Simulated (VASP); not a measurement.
```
AlNi3
1.0
    3.51505     0.00000     0.00000
    0.00000     3.51505     0.00000
    0.00000     0.00000     3.51505
Al Ni
1 3
Direct
  0.00000   0.00000   0.00000
  0.00000   0.50000   0.50000
  0.50000   0.00000   0.50000
  0.50000   0.50000   0.00000
```
Starting moments (μB, in the order of the record's atoms Al Ni Ni Ni): 0.0 0.3 0.3 0.3.

All values below come from revTPSS meta-GGA, VASP's PBE PAW potentials (set 64) (plane waves; VASP 6.6.1). Run with 520 eV cut-off, 10×10×10 Γ-centred mesh, tetrahedra with Blöchl corrections, potentials Al Ni.

Q: Estimate the cell moment, energy per atom (σ→0), band gap (over mesh and band path) with the smallest direct gap where there is one.

A: 
```json
{
 "band gap (over mesh and band path)": "none (metal, semimetal or under 0.01 eV)",
 "cell_moment": "-0.78 μB",
 "energy per atom (σ→0)": "-3.052 eV/atom"
}
```

Q: Give the moment on each site (PAW-sphere projection).

A: 
| site | moment (μB) |
|---|---|
| Al1 | 0.01 |
| Ni2 | -0.28 |
| Ni3 | -0.28 |
| Ni4 | -0.28 |

Total energies compare only between runs with the same potentials, cut-off and functional.

The compound is Ni3Al in the L1_2 structure. It was relaxed first.
